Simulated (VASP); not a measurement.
# Which native defect does DyMg3 form most easily?, part 7 of 7

Aim: formation energies of the vacancies and antisites of DyMg3, in the two limits of its composition. The start is a cell from a database of measured crystal structures.

VASP 6.6.1, plane waves and PAW; the level of theory is named at each step.

Still holding for the runs below: The data set Dy_3 holds the 4f electrons frozen in the core, so no f bands or f moments appear.

So far, formation energy of the neutral defect (eV): step 7 (this defect's formation energies, 31 atoms, defect vacancy, element Mg) 1.26; step 9 (this defect's formation energies, 31 atoms, defect vacancy, element Dy) 0.679; step 11 (this defect's formation energies, 32 atoms, defect substitution, element Dy) 0.545; step 13 (energies of this defect, 32 atoms, defect substitution, element Mg) 0.859.

### 14. Relaxing the defect, 33 atoms, defect interstitial Mg

This step: PBEsol, 4f electrons in the core; plane waves and PAW (Dy_3, Mg) (VASP 6.6.1).

System of this step: Dy8Mg25. The cell holds 33 atoms: 8 Dy and 25 Mg. Cell: a = 10.249 Å, b = 10.249 Å, c = 10.249 Å, α = 60.0°, β = 60.0°, γ = 60.0°. It derives from DyMg3. Nearest the centre at fractional (0.042, 0.208, 0.292): Mg33 at 0.00 Å, Mg13 at 1.91 Å, Mg17 at 1.91 Å, Mg25 at 2.18 Å, Dy2 at 2.18 Å, Dy3 at 3.02 Å, Mg29 at 3.02 Å, Mg18 at 3.52 Å.

INCAR reads:

```
SYSTEM = Dy8Mg25
PREC = Normal
ENCUT = 300
EDIFF = 1E-05
NELM = 120
ISMEAR = 1
SIGMA = 0.2
LREAL = Auto
ALGO = Fast
GGA = PS
LORBIT = 11
LWAVE = .FALSE.
LCHARG = .TRUE.
KPAR = 4
NCORE = 2
IBRION = 2
NSW = 50
ISIF = 2
EDIFFG = -0.03
POTIM = 0.4
MAXMIX = 40
ISYM = 2
```

POSCAR reads:

```
Dy8Mg25
1.0
    0.0000000000      7.2468013818      7.2468013818
    7.2468013818      0.0000000000      7.2468013818
    7.2468013818      7.2468013818      0.0000000000
Dy Mg
8 25
Direct
    0.0000000000      0.0000000000      0.0000000000
    0.0000000000      0.0000000000      0.5000000000
    0.0000000000      0.5000000000      0.0000000000
    0.0000000000      0.5000000000      0.5000000000
    0.5000000000      0.0000000000      0.0000000000
    0.5000000000      0.0000000000      0.5000000000
    0.5000000000      0.5000000000      0.0000000000
    0.5000000000      0.5000000000      0.5000000000
    0.3750000000      0.3750000000      0.3750000000
    0.3750000000      0.3750000000      0.8750000000
    0.3750000000      0.8750000000      0.3750000000
    0.3750000000      0.8750000000      0.8750000000
    0.8750000000      0.3750000000      0.3750000000
    0.8750000000      0.3750000000      0.8750000000
    0.8750000000      0.8750000000      0.3750000000
    0.8750000000      0.8750000000      0.8750000000
    0.1250000000      0.1250000000      0.1250000000
    0.1250000000      0.1250000000      0.6250000000
    0.1250000000      0.6250000000      0.1250000000
    0.1250000000      0.6250000000      0.6250000000
    0.6250000000      0.1250000000      0.1250000000
    0.6250000000      0.1250000000      0.6250000000
    0.6250000000      0.6250000000      0.1250000000
    0.6250000000      0.6250000000      0.6250000000
    0.2500000000      0.2500000000      0.2500000000
    0.2500000000      0.2500000000      0.7500000000
    0.2500000000      0.7500000000      0.2500000000
    0.2500000000      0.7500000000      0.7500000000
    0.7500000000      0.2500000000      0.2500000000
    0.7500000000      0.2500000000      0.7500000000
    0.7500000000      0.7500000000      0.2500000000
    0.7500000000      0.7500000000      0.7500000000
    0.0416666700      0.2083333300      0.2916666700
```

KPOINTS reads:

```
Automatic mesh
0
Gamma
3 3 3
0 0 0
```

The projector-augmented-wave data sets are Dy_3 and Mg (PBE family, release 64).

Started as:

```bash
mpirun -np 8 vasp_std
```

The program printed:

```text
[banner, memory and clock lines left out]
running    8 mpi-ranks, on    1 nodes
[...]
[... a notice as in an earlier step ...]

 LDA part: xc-table for (Slater+PW92), standard interpolation
 POSCAR, INCAR and KPOINTS ok, starting setup
[...]
entering main loop
       N       E                     dE             d eps       ncg     rms          rms(c)
DAV:   1     0.389327484584E+03    0.38933E+03   -0.36163E+04  1824   0.835E+02
DAV:   2    -0.399634275222E+02   -0.42929E+03   -0.41058E+03  2026   0.265E+02
DAV:   3    -0.751184681375E+02   -0.35155E+02   -0.33718E+02  2088   0.537E+01
DAV:   4    -0.769618338066E+02   -0.18434E+01   -0.18174E+01  2064   0.126E+01
[...]
RMM:  14    -0.756068447084E+02   -0.26517E-04   -0.34757E-04  1697   0.283E-02    0.154E-02
RMM:  15    -0.756068612489E+02   -0.16541E-04   -0.17340E-04  1443   0.172E-02    0.701E-03
RMM:  16    -0.756068658444E+02   -0.45954E-05   -0.59525E-05  1192   0.116E-02
   1 F= -.75606866E+02 E0= -.75601872E+02  d E =-.756069E+02
[...]
2 F= -.80485746E+02 E0= -.80485794E+02  d E =-.487888E+01
   3 F= -.81243916E+02 E0= -.81248986E+02  d E =-.563705E+01
   5 F= -.81777158E+02 E0= -.81781247E+02  d E =-.479726E+00
   7 F= -.82078050E+02 E0= -.82082000E+02  d E =-.107429E+00
   9 F= -.82223069E+02 E0= -.82227035E+02  d E =-.710121E-01
  11 F= -.82351382E+02 E0= -.82355159E+02  d E =-.662370E-01
  13 F= -.82460142E+02 E0= -.82463672E+02  d E =-.174997E+00
  15 F= -.82549730E+02 E0= -.82551817E+02  d E =-.895882E-01
  17 F= -.82653376E+02 E0= -.82654213E+02  d E =-.103646E+00
  19 F= -.82753836E+02 E0= -.82755306E+02  d E =-.100461E+00
  21 F= -.82829115E+02 E0= -.82830995E+02  d E =-.752786E-01
  23 F= -.82867252E+02 E0= -.82869329E+02  d E =-.358188E-01
  25 F= -.82872995E+02 E0= -.82875126E+02  d E =-.415611E-01
  27 F= -.82896983E+02 E0= -.82899357E+02  d E =-.239886E-01
  29 F= -.82907478E+02 E0= -.82910003E+02  d E =-.104943E-01
  31 F= -.82913167E+02 E0= -.82915704E+02  d E =-.568944E-02
  33 F= -.82916098E+02 E0= -.82918522E+02  d E =-.293133E-02
  34 F= -.82918091E+02 E0= -.82920425E+02  d E =-.199290E-02
 trial-energy change:   -0.001993  1 .order   -0.001878   -0.002942   -0.000813
 step:   4.8150(harm=  5.2378)  dis= 0.00813  next Energy=   -82.918204 (dE=-0.211E-02)
 reached required accuracy - stopping structural energy minimisation
```

Wall time 14 min (8 MPI ranks of AMD EPYC 7R43, shared host); peak memory 2.4 GiB; 1.9 h of CPU time.

Parts of OUTCAR (step 14):

```text
  Total        9.6842459      9.4222125      9.5155752      0.0000000      5.8102875      0.0000000
  in kB       20.3848406     19.8332738     20.0297973      0.0000000     12.2303569      0.0000000
  external PRESSURE =      20.0826372 kB  Pullay stress =       0.0000000 kB

 POSITION                                       TOTAL-FORCE (eV/Angst)
 -----------------------------------------------------------------------------------
     14.10598      7.20862      7.19379        -0.001804      0.000981     -0.003381
     10.87020     10.74595     14.25148         0.000000      0.003725     -0.004376
     10.87020     14.27878     10.73029         0.000000     -0.006596      0.005685
      7.06322      3.59736      3.57218         0.014458     -0.014860      0.001291
      0.18359      3.59736      3.57218        -0.014458     -0.014860      0.001291
     10.87020      7.38326     10.89385         0.000000     -0.002600      0.009447
     10.87020     10.90490      7.37841         0.000000      0.017895     -0.004142
      7.63443      7.20862      7.19379         0.001804      0.000981     -0.003381
      5.69521      5.64950      5.62743        -0.003954     -0.006394      0.000496
      9.25506      9.07445      5.32079        -0.000757      0.003248      0.002006
      9.26030      5.33435      9.05220        -0.004620      0.010111      0.005380
     12.70275      9.11021      9.10211        -0.003738      0.003511     -0.007711
      5.70705      8.78163      8.75720         0.000787      0.001409      0.003897
      8.86509     12.68374      8.96692         0.007594     -0.008971     -0.005110
[...]
-----------------------------------------------------------------------------------
    total drift:                                0.000006     -0.004610     -0.003250

  FREE ENERGIE OF THE ION-ELECTRON SYSTEM (eV)
  ---------------------------------------------------
  free  energy   TOTEN  =       -82.9180913259 eV

  energy  without entropy=      -82.9250925113  energy(sigma->0) =      -82.92042505

[... 2 parts as in an earlier step ...]

[... 2 further parts left out ...]
[key lines of the parts left out:]
E-fermi :   3.0284
```

The run keeps the 2 symmetry operations of its start, so it cannot find a distortion of lower symmetry.

The run ended after 34 ionic steps, 7.311 eV below its first step, once the forces on the free atoms met EDIFFG = -0.03.

After the relaxation Mg lies 0.92 Å from the centre of its site, and its nearest atoms are 3 Mg at 2.48 to 2.66 Å.

### 15. This defect's formation energies, 33 atoms, defect interstitial

This step: point defect, PBEsol; plane waves and PAW (VASP 6.6.1).

Derived from the runs above.

The formation energy is the energy of the relaxed defect cell less that of the perfect cell, with each removed atom booked to its reference and each added atom taken from it.

References, in eV an atom: Dy -4.968 (crystal P6_3/mmc) and Mg -1.721 (crystal P6_3/mmc). They were run at the supercell's cutoff and functional, without U, and count both elements from their own phases.

The formation energy is 2.302 eV, and the largest move of an atom 1.17 Å.

### 16. All defects in both limits

This step: native point defects, PBEsol; plane waves and PAW (VASP 6.6.1).

Derived from the runs above.

Neutral cells; the limits come from the host's formation enthalpy alone. Formation energies:

```tsv
defect	charge	formation energy, Mg-rich (eV)	formation energy, Dy-rich (eV)
Mg vacancy	0	1.255	1.153
Dy vacancy	0	0.372	0.679
Mg on the Dy site	0	0.238	0.648
Dy on the Mg site	0	1.166	0.757
interstitial Mg	0	2.302	2.405
```

### 17. Summary of results

```yaml
host_formation_enthalpy: -0.0768 eV/atom
```

**Reading.** In the Mg-rich limit the cheapest defect is the Mg on the Dy site, at 0.24 eV. In the Dy-rich limit the cheapest defect is the Mg on the Dy site, at 0.65 eV, with the Dy vacancy only 0.03 eV above it. The supercell of 32 atoms is small. Potential shifts are not applied, only the charges listed were run, and a negative energy means that the Fermi level can't reach that place or the limit lies outside the host's range, or that the host's structure gives way. Each defect was run on one site, no other kinds were tried, and all belong to one structure, the phase of space group Fm-3m. The limits are set by the pure elements; where other compounds of the two lie between, the true range is narrower and the order of defects can differ.

[Lines on the potential files, build, host, timing and source positions are cut from VASP's logs without a mark.]

[Logs are printed without paths, hosts, clocks, repeated set-up lines and the standing remarks that a program may print on its own settings, such as how far it seeks lower states.]

[Hosts, paths, dates, database ids (printed as entryN), source tags and the programs' standing remarks are cut or masked in the printed files.]

[In band tables of VASP the shares of atoms and orbitals are scaled to a sum of 1 inside the atoms' spheres.]

[Runs that stopped without an error message from VASP are left out.]
